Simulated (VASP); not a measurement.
Calculation: r2SCAN meta-GGA, VASP's PBE PAW potentials (set 64) (plane waves; VASP 6.6.1).

VASP ran on this input.

File KPOINTS:
```
Automatic mesh
0
Gamma
9 9 9
0 0 0
```

File POSCAR:
```
YSe
1.0
  0.0000000000   3.3480000000   3.3480000000
  3.3480000000   0.0000000000   3.3480000000
  3.3480000000   3.3480000000   0.0000000000
Y Se
1 1
Cartesian
  0.0000000000   0.0000000000   0.0000000000
  3.3480000000   3.3480000000   3.3480000000
```

INCAR:
```
! general
SYSTEM =YSe
PREC   =Accurate
ENCUT  =400
LREAL  =F
LASPH  =T

! electronic loop
EDIFF  =1E-6
NELM   =100
ALGO   =Normal
LMAXMIX=4
LMIXTAU=T

! smearing
ISMEAR =1
SIGMA  =0.1

! functional
METAGGA=R2SCAN

! ions
IBRION =2
NSW    =60
ISIF   =3
EDIFFG =-0.01

! output
LWAVE  =F
LCHARG =F
```

POTCAR, in this order: Y_sv Se (PBE.64 set). Program: vasp_std.

Output

### OSZICAR
```
       N       E                     dE             d eps       ncg     rms          rms(c)
DAV:   1     0.267223732449E+02    0.26722E+02   -0.69700E+03   856   0.102E+03
DAV:   2    -0.373694921475E+02   -0.64092E+02   -0.61728E+02  1068   0.201E+02
DAV:   3    -0.418607221704E+02   -0.44912E+01   -0.43941E+01  1204   0.432E+01
DAV:   4    -0.420804147601E+02   -0.21969E+00   -0.21313E+00  1236   0.934E+00
DAV:   5    -0.420884336725E+02   -0.80189E-02   -0.79467E-02  1180   0.122E+00    0.102E+01
DAV:   6    -0.372211316953E+02    0.48673E+01   -0.58654E+00  1072   0.138E+01    0.918E+00
DAV:   7    -0.368917059463E+02    0.32943E+00   -0.75930E-01  1092   0.847E+00    0.467E+00
DAV:   8    -0.381298090623E+02   -0.12381E+01   -0.17836E+00  1252   0.666E+00    0.358E+00
DAV:   9    -0.381324002689E+02   -0.25912E-02   -0.31455E-02  1116   0.107E+00    0.341E+00
DAV:  10    -0.368613359832E+02    0.12711E+01   -0.13331E+00  1240   0.573E+00    0.484E+00
DAV:  11    -0.368652432233E+02   -0.39072E-02   -0.15306E-01   996   0.340E+00    0.308E+00
DAV:  12    -0.368417399281E+02    0.23503E-01   -0.27961E-02   932   0.159E+00    0.294E+00
DAV:  13    -0.368461980093E+02   -0.44581E-02   -0.50043E-03  1304   0.512E-01    0.284E+00
DAV:  14    -0.368684006520E+02   -0.22203E-01   -0.20800E-02  1020   0.104E+00    0.263E+00
DAV:  15    -0.368723519693E+02   -0.39513E-02   -0.10936E-02  1056   0.754E-01    0.257E+00
DAV:  16    -0.368727571849E+02   -0.40522E-03   -0.21394E-03  1024   0.279E-01    0.261E+00
DAV:  17    -0.368730810733E+02   -0.32389E-03   -0.21159E-04  1040   0.979E-02    0.257E+00
DAV:  18    -0.368722472915E+02    0.83378E-03   -0.27948E-03  1048   0.282E-01    0.249E+00
DAV:  19    -0.368718519594E+02    0.39533E-03   -0.41703E-04  1300   0.166E-01    0.242E+00
DAV:  20    -0.368713159309E+02    0.53603E-03   -0.12106E-04   984   0.851E-02    0.239E+00
DAV:  21    -0.368722492173E+02   -0.93329E-03   -0.27047E-04  1004   0.142E-01    0.236E+00
DAV:  22    -0.368714608484E+02    0.78837E-03   -0.66471E-04  1160   0.184E-01    0.207E+00
DAV:  23    -0.368718627030E+02   -0.40185E-03   -0.26776E-04  1168   0.126E-01    0.201E+00
DAV:  24    -0.368713938947E+02    0.46881E-03   -0.29830E-04  1112   0.118E-01    0.166E+00
DAV:  25    -0.368695484656E+02    0.18454E-02   -0.35846E-03  1244   0.348E-01    0.811E-01
DAV:  26    -0.368695385600E+02    0.99056E-05   -0.10382E-03  1064   0.271E-01    0.365E-01
DAV:  27    -0.368695678730E+02   -0.29313E-04   -0.37280E-04  1328   0.153E-01    0.180E-01
DAV:  28    -0.368696025637E+02   -0.34691E-04   -0.19469E-04  1560   0.110E-01    0.365E-02
DAV:  29    -0.368695902283E+02    0.12335E-04   -0.24450E-05  1048   0.507E-02    0.134E-02
DAV:  30    -0.368696042894E+02   -0.14061E-04   -0.18553E-05  1108   0.297E-02    0.139E-02
DAV:  31    -0.368696021620E+02    0.21275E-05   -0.12670E-05  1244   0.295E-02    0.539E-03
DAV:  32    -0.368696027267E+02   -0.56467E-06   -0.88005E-07   652   0.691E-03
   1 F= -.36869603E+02 E0= -.36869985E+02  d E =-.368696E+02
       N       E                     dE             d eps       ncg     rms          rms(c)
DAV:   1    -0.620340571742E+02   -0.25164E+02   -0.54296E+02   864   0.195E+02    0.435E+01
DAV:   2    -0.426773238515E+02    0.19357E+02   -0.25370E+01   868   0.490E+01    0.135E+01
DAV:   3    -0.382118513883E+02    0.44655E+01   -0.18135E+01  1300   0.306E+01    0.733E+00
DAV:   4    -0.383798823437E+02   -0.16803E+00   -0.79431E-01  1160   0.984E+00    0.515E+00
DAV:   5    -0.387415416501E+02   -0.36166E+00   -0.18140E+00  1228   0.733E+00    0.204E+00
DAV:   6    -0.385844616103E+02    0.15708E+00   -0.31854E-01  1176   0.473E+00    0.979E-01
DAV:   7    -0.386035869803E+02   -0.19125E-01   -0.81308E-02  1304   0.229E+00    0.608E-01
DAV:   8    -0.386038728730E+02   -0.28589E-03   -0.57964E-02  1316   0.209E+00    0.425E-01
DAV:   9    -0.386132538121E+02   -0.93809E-02   -0.59086E-03  1068   0.765E-01    0.108E-01
DAV:  10    -0.386136819986E+02   -0.42819E-03   -0.62897E-04  1244   0.234E-01    0.820E-02
DAV:  11    -0.386137140382E+02   -0.32040E-04   -0.48327E-05  1236   0.808E-02    0.508E-02
DAV:  12    -0.386138320528E+02   -0.11801E-03   -0.87645E-05  1144   0.944E-02    0.130E-02
DAV:  13    -0.386138373295E+02   -0.52767E-05   -0.26446E-05  1272   0.364E-02    0.637E-03
DAV:  14    -0.386138379396E+02   -0.61005E-06   -0.13180E-06   740   0.126E-02
   2 F= -.38613838E+02 E0= -.38613322E+02  d E =-.174424E+01
       N       E                     dE             d eps       ncg     rms          rms(c)
DAV:   1    -0.387547637895E+02   -0.14093E+00   -0.30603E+00   880   0.146E+01    0.286E+00
DAV:   2    -0.386664322442E+02    0.88332E-01   -0.34703E-01  1052   0.508E+00    0.143E+00
DAV:   3    -0.386366549086E+02    0.29777E-01   -0.20390E-01  1264   0.308E+00    0.161E+00
DAV:   4    -0.386344697689E+02    0.21851E-02   -0.63821E-03  1032   0.680E-01    0.113E+00
DAV:   5    -0.386371194545E+02   -0.26497E-02   -0.76644E-03  1500   0.730E-01    0.213E-01
DAV:   6    -0.386363994816E+02    0.71997E-03   -0.43346E-03  1000   0.824E-01    0.207E-01
DAV:   7    -0.386368273863E+02   -0.42790E-03   -0.15095E-03   948   0.490E-01    0.698E-02
DAV:   8    -0.386369101280E+02   -0.82742E-04   -0.28690E-04  1012   0.188E-01    0.995E-03
DAV:   9    -0.386368994811E+02    0.10647E-04   -0.19043E-05  1100   0.464E-02    0.119E-02
DAV:  10    -0.386369121227E+02   -0.12642E-04   -0.62809E-06   988   0.280E-02    0.139E-03
DAV:  11    -0.386369080189E+02    0.41038E-05   -0.68582E-07   584   0.124E-02    0.969E-04
DAV:  12    -0.386369104328E+02   -0.24139E-05   -0.29958E-07   516   0.751E-03    0.545E-04
DAV:  13    -0.386369082950E+02    0.21379E-05   -0.12469E-07   500   0.498E-03    0.318E-04
DAV:  14    -0.386369085307E+02   -0.23568E-06   -0.23443E-08   476   0.211E-03
   3 F= -.38636909E+02 E0= -.38636399E+02  d E =-.176731E+01
```

**OUTCAR**
```
------------------------ aborting loop because EDIFF is reached ----------------------------------------
  FORCE on cell =-STRESS in cart. coord.  units (eV):
  Direction    XX          YY          ZZ          XY          YZ          ZX
  --------------------------------------------------------------------------------------
  Total        0.0064235      0.0064235      0.0064235     -0.0000000      0.0000000     -0.0000000
  in kB        0.2155878      0.2155878      0.2155878     -0.0000000      0.0000000     -0.0000000
  external PRESSURE =       0.2155878 kB  Pullay stress =       0.0000000 kB
  volume of cell :       47.74
      direct lattice vectors                 reciprocal lattice vectors
    -0.000000000  2.879232995  2.879232995    -0.173657360  0.173657360  0.173657360
     2.879232995 -0.000000000  2.879232995     0.173657360 -0.173657360  0.173657360
     2.879232995  2.879232995  0.000000000     0.173657360  0.173657360 -0.173657360
 POSITION                                       TOTAL-FORCE (eV/Angst)
 -----------------------------------------------------------------------------------
      0.00000      0.00000      0.00000        -0.000000     -0.000000      0.000000
      2.87923      2.87923      2.87923         0.000000      0.000000     -0.000000
 -----------------------------------------------------------------------------------
    total drift:                                0.000000     -0.000000     -0.000000
  FREE ENERGIE OF THE ION-ELECTRON SYSTEM (eV)
  ---------------------------------------------------
  free  energy   TOTEN  =       -38.6369085307 eV

  energy  without entropy=      -38.6353788466  energy(sigma->0) =      -38.63639864

 reached required accuracy - stopping structural energy minimisation
```
(Selected blocks of OUTCAR.)

File CONTCAR:
```
YSe
   1.00000000000000
    -0.0000000000000000    2.8792329945369275    2.8792329945369275
     2.8792329945369275   -0.0000000000000000    2.8792329945369275
     2.8792329945369275    2.8792329945369275    0.0000000000000000
  Y               Se
     1     1
Direct
     0.0000000000000000    0.0000000000000000    0.0000000000000000
     0.5000000000000000    0.5000000000000000    0.5000000000000000
```

### OUTCAR
```
 val. band max:        6.1046878785   @ k =   0.1111   0.0000   0.0000

 cond. band min:       6.1880644673   @ k =   0.4444   0.2222   0.1111


 Fermi energy:         6.1850467857

 k-point     1 :       0.0000    0.0000    0.0000
  band No.  band energies     occupation
      1     -39.2860      2.00000
      2     -18.5921      2.00000
      3     -18.5921      2.00000
      4     -18.5921      2.00000
      5      -9.8329      2.00000
      6       2.6539      2.00000
      7       2.6539      2.00000
      8       2.6539      2.00000
      9       5.9687      2.00910
     10       5.9687      2.00910
     11       5.9687      2.00910
     12       7.1952     -0.00000

 k-point     2 :       0.1111    0.0000    0.0000
  band No.  band energies     occupation
      1     -39.2841      2.00000
      2     -18.6260      2.00000
      3     -18.5940      2.00000
      4     -18.5940      2.00000
      5      -9.7211      2.00000
      6       1.9504      2.00000
      7       2.3217      2.00000
      8       2.3217      2.00000
      9       6.1047      1.98192
     10       6.1944      0.84249
     11       6.1944      0.84247
     12       7.2975     -0.00000

 k-point     3 :       0.2222    0.0000    0.0000
  band No.  band energies     occupation
      1     -39.2795      2.00000
      2     -18.7099      2.00000
      3     -18.5988      2.00000
      4     -18.5988      2.00000
      5      -9.4274      2.00000
      6       0.6923      2.00000
      7       1.6979      2.00000
      8       1.6979      2.00000
      9       6.3350     -0.05530
     10       6.7630     -0.00000
     11       6.7630     -0.00000
     12       8.5967      0.00000

 k-point     4 :       0.3333    0.0000    0.0000
  band No.  band energies     occupation
      1     -39.2742      2.00000
      2     -18.8019      2.00000
      3     -18.6042      2.00000
      4     -18.6042      2.00000
      5      -9.0692      2.00000
      6      -0.3967      2.00000
...
```

Energy and stress use the plane-wave basis of the starting cell.

The structure was generated: YSe was put into the rock salt type (Fm-3m), which need not be its known phase. This run relaxes it. Symmetry was kept, so distortions that lower it aren't found. The electron count is odd and the run is not spin-polarised, which forces a metal. VASP warned that the highest band is occupied, so more bands are needed.
